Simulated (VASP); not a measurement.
Here is the system:

```yaml
crystal:
  lattice:
    - [3.90067, 0.00000, 0.00000]
    - [0.00000, 3.90067, 0.00000]
    - [0.00000, 0.00000, 3.90067]
  atoms:
    - { symbol: Sr, position: [0.00000, 0.00000, 0.00000] }
    - { symbol: Ti, position: [0.50000, 0.50000, 0.50000] }
    - { symbol: O, position: [0.50000, 0.00000, 0.50000] }
    - { symbol: O, position: [0.00000, 0.50000, 0.50000] }
    - { symbol: O, position: [0.50000, 0.50000, 0.00000] }
```

All values below come from AM05 GGA, VASP's PBE PAW potentials (set 64) (plane waves; VASP). Run with 520 eV cut-off, 6×6×6 Γ-centred mesh, tetrahedra with Blöchl corrections, potentials Sr_sv Ti_sv O.

The cores are frozen, which limits the accuracy of field gradients.

**Question.** Give the principal components of the electric field gradient (V/Å²) and the asymmetry η at each nucleus.

**Answer.** 
```json
[
 {"atom": "Sr1", "Vxx": "0.0", "Vyy": "0.0", "Vzz": "0.0", "η": "-"},
 {"atom": "Ti2", "Vxx": "0.0", "Vyy": "0.0", "Vzz": "0.0", "η": "-"},
 {"atom": "O3", "Vxx": "-5.1", "Vyy": "-5.1", "Vzz": "10.2", "η": "0.00"},
 {"atom": "O4", "Vxx": "-5.1", "Vyy": "-5.1", "Vzz": "10.2", "η": "0.00"},
 {"atom": "O5", "Vxx": "-5.1", "Vyy": "-5.1", "Vzz": "10.2", "η": "0.00"}
]
```

The compound is SrTiO3 in the cubic perovskite structure, the ideal cubic form; the compound distorts at low or room temperature. It was relaxed first.
